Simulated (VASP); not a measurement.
# Mg6ZnMo (Amm2) in VASP: reference runs

Reference runs on Mg6ZnMo: the cell as given and a disturbed copy.

Program: VASP 6.6.1. These are calculated values, not measurements. Logs are shortened: lines on timing, memory, paths and dates and some standing lists are left out, and cuts for length are marked.

**1. The structure**

Symmetry: Amm2, No. 38, orthorhombic system. Conventional cell: a = 4.820 Å, b = 6.173 Å, c = 10.606 Å, α = 90.00°, β = 90.00°, γ = 90.00°. Mo (site symmetry mm2) is surrounded by 2 Zn at 2.88 Å and 10 Mg at 2.94 to 3.13 Å. Zn (site symmetry mm2) has 8 Mg at 2.82 to 3.09 Å and 2 Mo at 2.88 Å as nearest neighbours. Mg (site symmetry mm2) has 10 Mg at 3.00 to 3.09 Å and 2 Mo at 3.09 Å as nearest neighbours. Mg (site symmetry m) is surrounded by 8 Mg at 3.00 to 3.18 Å and 2 Mo at 3.01 to 3.13 Å and 2 Zn at 3.02 Å. Around Mg (site symmetry mm2) lie 10 Mg at 3.00 to 3.09 Å and 2 Zn at 3.09 Å. Mg (site symmetry m) is surrounded by 1 Zn at 2.82 Å and 7 Mg at 2.91 to 3.09 Å and 2 Mo at 2.94 Å.

The cell comes from a database or a generator and needn't be the stable form of this composition.

**2. Single point, PBE**

INCAR

```
SYSTEM = Mg6ZnMo
PREC = Accurate
ENCUT = 520
EDIFF = 1E-7
ISMEAR = -1
SIGMA = 0.05
LREAL = .False.
LASPH = .True.
NELM = 80
ALGO = Normal
ISIF = 2
LWAVE = .False.
LCHARG = .False.
GGA = PE
NBANDS = 29
```

KPOINTS

```
regular mesh
0
Gamma
  6 5 5
  0 0 0
```

POSCAR

```
Mg6ZnMo
1.0
    4.8203550000      0.0000000000      0.0000000000
    0.0000000000      3.0865875000      5.3030085000
    0.0000000000     -3.0865875000      5.3030085000
Mo Zn Mg
1 1 6
Direct
    0.5000000000      0.6697710000      0.6697710000
    0.0000000000      0.8182080000      0.8182080000
    0.5000000000      0.1655930000      0.1655930000
    0.5000000000      0.6731080000      0.1584660000
    0.5000000000      0.1584660000      0.6731080000
    0.0000000000      0.3334140000      0.3334140000
    0.0000000000      0.8262130000      0.3552270000
    0.0000000000      0.3552270000      0.8262130000
```

Potentials or basis: VASP PAW PBE potentials, release 64 (Mo_sv, Zn, Mg).

Started as:

```sh
cat potpaw_PBE.64/Mo_sv/POTCAR potpaw_PBE.64/Zn/POTCAR potpaw_PBE.64/Mg/POTCAR > POTCAR
mpirun -np 1 vasp_std > vasp.out
```

OUTCAR:

```text
SYSTEM = Mg6ZnMo
   PREC = Accurate
   ENCUT = 520
   EDIFF = 1E-7
   ISMEAR = -1
   LREAL = .False.
   LASPH = .True.
   NELM = 80
   ISIF = 2
   GGA = PE

 ion  position               nearest neighbor table
   1  0.500  0.670  0.670-   2 2.88   2 2.88   8 2.94   7 2.94   7 2.94   8 2.94   5 3.01   4 3.01
                             3 3.09   3 3.09   5 3.13   4 3.13
   2  0.000  0.818  0.818-   7 2.82   8 2.82   1 2.88   1 2.88   5 3.02   4 3.02   4 3.02   5 3.02
                             6 3.09   6 3.09   8 3.32   7 3.32
   3  0.500  0.166  0.166-   6 3.00   6 3.00   8 3.02   7 3.02   7 3.02   8 3.02   4 3.04   5 3.04
                             1 3.09   1 3.09   4 3.09   5 3.09
   4  0.500  0.673  0.158-   5 3.00   1 3.01   6 3.02   6 3.02   2 3.02   2 3.02   3 3.04   7 3.04
                             7 3.04   3 3.09   1 3.13   5 3.18
   5  0.500  0.158  0.673-   4 3.00   1 3.01   6 3.02   6 3.02   2 3.02   2 3.02   3 3.04   8 3.04
                             8 3.04   3 3.09   1 3.13   4 3.18
   6  0.000  0.333  0.333-   3 3.00   3 3.00   5 3.02   4 3.02   4 3.02   5 3.02   7 3.05   8 3.05
                             2 3.09   2 3.09   8 3.09   7 3.09
   7  0.000  0.826  0.355-   2 2.82   8 2.91   1 2.94   1 2.94   3 3.02   3 3.02   4 3.04   4 3.04
                             6 3.05   6 3.09   8 3.27   2 3.32
   8  0.000  0.355  0.826-   2 2.82   7 2.91   1 2.94   1 2.94   3 3.02   3 3.02   5 3.04   5 3.04
                             6 3.05   6 3.09   7 3.27   2 3.32

  LATTYP: Found a base centered orthorhombic cell.
 ALAT       =     6.1731750000
 B/A-ratio  =     1.7180813763
 C/A-ratio  =     0.7808550705

  Lattice vectors:

 A1 = (   0.0000000000,   3.0865875000,  -5.3030085000)
 A2 = (   0.0000000000,   3.0865875000,   5.3030085000)
 A3 = (   4.8203550000,   0.0000000000,   0.0000000000)

Analysis of symmetry for initial positions (statically):
=====================================================================
 Subroutine PRICEL returns:
 Original cell was already a primitive cell.

 Routine SETGRP: Setting up the symmetry group for a
 base centered orthorhombic supercell.

 Subroutine GETGRP returns: Found  4 space group operations
 (whereof  4 operations were pure point group operations)
 out of a pool of  8 trial point group operations.

The static configuration has the point symmetry C_2v.

Analysis of symmetry for dynamics (positions and initial velocities):
=====================================================================
 Subroutine PRICEL returns:
 Original cell was already a primitive cell.

 Routine SETGRP: Setting up the symmetry group for a
 base centered orthorhombic supercell.

 Subroutine GETGRP returns: Found  4 space group operations
 (whereof  4 operations were pure point group operations)
 out of a pool of  8 trial point group operations.

The dynamic configuration has the point symmetry C_2v.

 Subroutine INISYM returns: Found  4 space group operations
 (whereof  4 operations are pure point group operations),
 and found     1 'primitive' translations

----------------------------------------------------------------------------------------

                                     Primitive cell

  volume of cell :     157.8011

  direct lattice vectors                    reciprocal lattice vectors
     4.820355000  0.000000000  0.000000000     0.207453600  0.000000000  0.000000000
     0.000000000  3.086587500  5.303008500     0.000000000  0.161991196  0.094286102
     0.000000000 -3.086587500  5.303008500     0.000000000 -0.161991196  0.094286102

  length of vectors
     4.820355000  6.135871702  6.135871702     0.207453600  0.187432699  0.187432699

  position of ions in fractional coordinates (direct lattice)
     0.500000000  0.669771000  0.669771000
     0.000000000  0.818208000  0.818208000
     0.500000000  0.165593000  0.165593000
     0.500000000  0.673108000  0.158466000
     0.500000000  0.158466000  0.673108000
     0.000000000  0.333414000  0.333414000
     0.000000000  0.826213000  0.355227000
     0.000000000  0.355227000  0.826213000

  ion indices of the primitive-cell ions
   primitive index   ion index
                 1           1
                 2           2
                 3           3
                 4           4
                 5           5
                 6           6
                 7           7
                 8           8

----------------------------------------------------------------------------------------

 KPOINTS: regular mesh

Automatic generation of k-mesh.
 Grid dimensions read from file:
 generate k-points for:    6    5    5

 Generating k-lattice:

  Cartesian coordinates                     Fractional coordinates (reciprocal lattice)
     0.034575600  0.000000000  0.000000000     0.166666667  0.000000000  0.000000000
     0.000000000  0.032398239  0.018857220     0.000000000  0.200000000 -0.000000000
     0.000000000 -0.032398239  0.018857220     0.000000000 -0.000000000  0.200000000

  Length of vectors
     0.034575600  0.037486540  0.037486540

  Shift w.r.t. Gamma in fractional coordinates (k-lattice)
     0.000000000  0.000000000  0.000000000

 Subroutine IBZKPT returns following result:
 ===========================================

 Found     36 irreducible k-points:

 Following reciprocal coordinates:
            Coordinates               Weight
  0.000000  0.000000  0.000000      1.000000
  0.166667  0.000000  0.000000      2.000000
  0.333333  0.000000  0.000000      2.000000
  0.500000  0.000000  0.000000      1.000000
  0.000000  0.200000  0.000000      4.000000
  0.166667  0.200000  0.000000      8.000000
[... 16 lines left out ...]
  0.333333 -0.400000  0.200000      8.000000
  0.500000 -0.400000  0.200000      4.000000
 [... further k-points ...]
   k-points           NKPTS =     36   k-points in BZ     NKDIM =     36   number of bands    NBANDS=     29
   number of dos      NEDOS =    301   number of ions     NIONS =      8
   total plane-waves  NPLWV =  82944
   dimension x,y,z NGX =    36 NGY =   48 NGZ =   48
   dimension x,y,z NGXF=    72 NGYF=   96 NGZF=   96
   ions per type =               1   1   6
   NGX,Y,Z   is equivalent  to a cutoff of  12.42, 13.01, 13.01 a.u.
   NGXF,Y,Z  is equivalent  to a cutoff of  24.83, 26.01, 26.01 a.u.
 SYSTEM =  Mg6ZnMo
   PREC   = accura    normal or accurate (medium, high low for compatibility)
   ISTART =      0    job   : 0-new  1-cont  2-samecut
   ICHARG =      2    charge: 1-file 2-atom 10-const
   ISPIN  =      1    spin polarized calculation?
   LNONCOLLINEAR =      F non collinear calculations
   LSORBIT =      F    spin-orbit coupling
   LASPH  =      T    aspherical Exc in radial PAW
   ENCUT  =  520.0 eV  38.22 Ry    6.18 a.u.   8.96 11.41 11.41*2*pi/ulx,y,z
   NELM   =     80;   NELMIN=  2; NELMDL= -5     # of ELM steps
   EDIFF  = 0.1E-06   stopping-criterion for ELM
   LREAL  =      F    real-space projection
   EDIFFG = 0.1E-05   stopping-criterion for IOM
   NSW    =      0    number of steps for IOM
   IBRION =     -1    ionic relax: 0-MD 1-quasi-New 2-CG
   NFREE  =      0    steps in history (QN), initial steepest desc. (CG)
   ISIF   =      2    stress and relaxation
   ISYM   =      2    0-nonsym 1-usesym 2-fastsym
   POTIM  = 0.5000    time-step for ionic-motion
   TEBEG  =    0.0;   TEEND  =   0.0 temperature during run
   PSTRESS=    0.0 pullay stress
   NELECT =      38.0000    total number of electrons
   NUPDOWN=      -1.0000    fix difference up-down
   EMIN   =  10.00;   EMAX   =-10.00  energy-range for DOS
   EFERMI =   0.00;   METHOD = LEGACY
   ISMEAR =    -1;   SIGMA  =   0.05  broadening in eV -4-tet -1-fermi 0-gaus
   EFERMI_NEDOS =   21; number of points for ismear=-14 and -15
   IALGO  =     38    algorithm
   IMIX   =      4    mixing-type and parameters
     AMIX     =   0.40;   BMIX     =  1.00
     AMIX_MAG =   1.60;   BMIX_MAG =  1.00
  volume/ion in A,a.u.               =      19.73       133.11
  Fermi-wavevector in a.u.,A,eV,Ry     =   1.018512  1.924708 14.114224  1.037366
  Thomas-Fermi vector in A             =   2.151974
   LORBIT       =      0    0 simple, 1 ext, 2 COOP (PROOUT), +10 PAW based schemes
   GGA     = PE    functional components
   LHFCALC =     F    Hartree Fock is set to
   AEXX    =    0.0000 exact exchange contribution
   IVDW    =     0    specifies the selected vdW correction
   LEPSILON=     F    determine dielectric tensor
   LRPA    =     F    only Hartree local field effects (RPA)
 non-spin polarized calculation
  energy-cutoff  :      520.00
  volume of cell :      157.80
 maximum number of plane-waves:      4277
 NGX is ok and might be reduce to    36
   NGX = 17   NGY = 23   NGZ = 23

 number of electron      38.0000007 magnetization

 Free energy of the ion-electron system (eV)
  ---------------------------------------------------
  ext. energy  EPLUGINS =         0.00000000
  ---------------------------------------------------
  free energy    TOTEN  =       -19.65489896 eV

  energy without entropy =      -19.61279131  energy(sigma->0) =      -19.63384513

 E-fermi :   3.7025     XC(G=0):  -9.5093

 val. band max:        3.6962303747   @ k =   0.5000   0.2000   0.2000
 cond. band min:       3.7071467500   @ k =   0.3333  -0.4000   0.2000
 fundamental gap:      0.0109163753
 Fermi energy:         3.7025424099

 k-point     1 :       0.0000    0.0000    0.0000
  band No.  band energies     occupation
      1     -56.6989      2.00000
      2     -30.8160      2.00000
      3     -30.7819      2.00000
      4     -30.7455      2.00000
      5      -3.7142      2.00000
      6      -3.3210      2.00000
[... 21 lines left out ...]
     28       8.3042      0.00000
     29       8.3240      0.00000

 k-point     2 :       0.1667    0.0000    0.0000
  band No.  band energies     occupation
      1     -56.6988      2.00000
      2     -30.8160      2.00000
      3     -30.7818      2.00000
      4     -30.7459      2.00000
      5      -3.5334      2.00000
      6      -3.3160      2.00000
[... 696 lines left out ...]
 k-point    24 :       0.5000   -0.4000    0.2000
  band No.  band energies     occupation
      1     -56.6988      2.00000
      2     -30.8160      2.00000
      3     -30.7819      2.00000
      4     -30.7474      2.00000
      5      -3.3168      2.00000
      6      -3.2984      2.00000
[... 21 lines left out ...]
     28       8.8947      0.00000
     29       9.0500      0.00000

 [... further k-points ...]

------------------------ aborting loop because EDIFF is reached ----------------------------------------

  FORCE on cell =-STRESS in cart. coord.  units (eV):
  Direction    XX          YY          ZZ          XY          YZ          ZX
  --------------------------------------------------------------------------------------
  -------------------------------------------------------------------------------------
  Total       -0.1548090     -0.4048165     -0.2252358      0.0000000      0.0000000      0.0000000
  in kB       -1.5717980     -4.1101614     -2.2868525      0.0000000      0.0000000      0.0000000
  external PRESSURE =      -2.6562706 kB  Pullay stress =       0.0000000 kB

 VOLUME and BASIS-vectors are now :
 -----------------------------------------------------------------------------
  energy-cutoff  :      520.00
  volume of cell :      157.80
      direct lattice vectors                 reciprocal lattice vectors
     4.820355000  0.000000000  0.000000000     0.207453600  0.000000000  0.000000000
     0.000000000  3.086587500  5.303008500     0.000000000  0.161991196  0.094286102
     0.000000000 -3.086587500  5.303008500     0.000000000 -0.161991196  0.094286102

 POSITION                                       TOTAL-FORCE (eV/Angst)
 -----------------------------------------------------------------------------------
      2.41018      0.00000      7.10360         0.000000      0.000000     -0.022968
      0.00000      0.00000      8.67793         0.000000      0.000000     -0.132562
      2.41018      0.00000      1.75628         0.000000      0.000000      0.021076
      2.41018      1.58849      4.40984         0.000000     -0.010718     -0.007387
      2.41018     -1.58849      4.40984         0.000000      0.010718     -0.007387
      0.00000      0.00000      3.53619         0.000000      0.000000      0.055319
      0.00000      1.45374      6.26519         0.000000     -0.028735      0.046955
      0.00000     -1.45374      6.26519         0.000000      0.028735      0.046955
 -----------------------------------------------------------------------------------
    total drift:                                0.000000      0.000000     -0.000539

  FREE ENERGIE OF THE ION-ELECTRON SYSTEM (eV)
  ---------------------------------------------------
  free  energy   TOTEN  =       -19.6548989565 eV

  energy  without entropy=      -19.6127913126  energy(sigma->0) =      -19.63384513
```

Run time: 99 s. Hardware: 1 thread of Intel Xeon 6975P-C (Granite Rapids), shared host; peak memory 0.37 GiB.

Results:

* Free energy: -19.6549 eV
* Pressure: -0.3 GPa
* Largest force: 0.133 eV/Å
* Band gap on the k mesh: none (metal or under the smearing width)

Forces on the atoms (eV/Å):
```
Mo   0.000  0.000 -0.023
Zn   0.000  0.000 -0.133
Mg   0.000  0.000  0.021
Mg   0.000 -0.011 -0.007
Mg   0.000  0.011 -0.007
Mg   0.000  0.000  0.055
Mg   0.000 -0.029  0.047
Mg   0.000  0.029  0.047
```

**3. Single point, PBE (atoms moved at random, drawn with an rms of 0.05 Å)**

INCAR

```
SYSTEM = Mg6ZnMo
ALGO     = Normal         ! electronic algorithm
EDIFF    = 1E-7           ! SCF threshold, eV
ENCUT    = 520            ! plane-wave cutoff, eV
GGA      = PE             ! functional
ISIF     = 2              ! what is computed and relaxed
ISMEAR   = -1             ! smearing method
LASPH    = .TRUE.         ! aspherical terms in the spheres
LCHARG   = .FALSE.        ! write CHGCAR
LREAL    = .FALSE.        ! projectors in reciprocal space
LWAVE    = .FALSE.        ! write WAVECAR
NBANDS   = 29             ! bands
NELM     = 80             ! most SCF steps
PREC     = Accurate       ! precision mode
SIGMA    = 0.05           ! smearing width, eV
```

KPOINTS

```
k-points
0
G
  6 5 5
  0 0 0
```

POSCAR

```
Mg6ZnMo
1.0
    4.8203550000      0.0000000000      0.0000000000
    0.0000000000      3.0865875000      5.3030085000
    0.0000000000     -3.0865875000      5.3030085000
Mo Zn Mg
1 1 6
Direct
    0.4900930000      0.6635320000      0.6753930000
    0.0011760000      0.8153140000      0.8203420000
    0.5128650000      0.1686720000      0.1681850000
    0.4998160000      0.6717210000      0.1735750000
    0.4930500000      0.1676160000      0.6759830000
    0.0067680000      0.3297480000      0.3363890000
   -0.0091830000      0.8272990000      0.3566010000
    0.0057840000      0.3522580000      0.8335800000
```

Potentials or basis: VASP PAW PBE potentials, release 64 (Mo_sv, Zn, Mg).

Started as:

```sh
cat potpaw_PBE.64/Mo_sv/POTCAR potpaw_PBE.64/Zn/POTCAR potpaw_PBE.64/Mg/POTCAR > POTCAR
mpirun -np 1 vasp_std > vasp.out
```

It took 3.6 min on 1 thread of Intel Xeon 6975P-C (Granite Rapids), shared host; peak memory 0.52 GiB.

Results (log left out):

| Property | Result |
| --- | --- |
| Free energy | -19.6052 eV |
| Pressure | -0.2 GPa |
| Largest force | 0.365 eV/Å |
| Band gap on the k mesh | none (metal or under the smearing width) |

Forces on the atoms (eV/Å):
```
Mo   0.211  0.133  0.225
Zn  -0.072 -0.009 -0.054
Mg  -0.297 -0.062  0.039
Mg  -0.023  0.176 -0.202
Mg   0.229 -0.206 -0.196
Mg  -0.065  0.016  0.156
Mg   0.205 -0.152  0.050
Mg  -0.190  0.105 -0.017
```

Stress tensor (GPa, compression positive):
```
 0.21 -0.08  0.17
-0.08 -0.65  0.06
 0.17  0.06 -0.03
```

Levels at points of the mesh, in eV from the Fermi level:
| k point | band 16 | band 17 | band 18 | band 19 | band 20 | band 21 | band 22 | band 23 |
| --- | --- | --- | --- | --- | --- | --- | --- | --- |
| (0.00, 0.00, 0.00) | -1.73 | -1.20 | -0.65 | -0.56 | -0.53 | 0.61 | 0.79 | 1.74 |
| (0.50, 0.00, 0.00) | -1.24 | -1.01 | -0.81 | -0.78 | -0.30 | -0.14 | -0.11 | -0.04 |
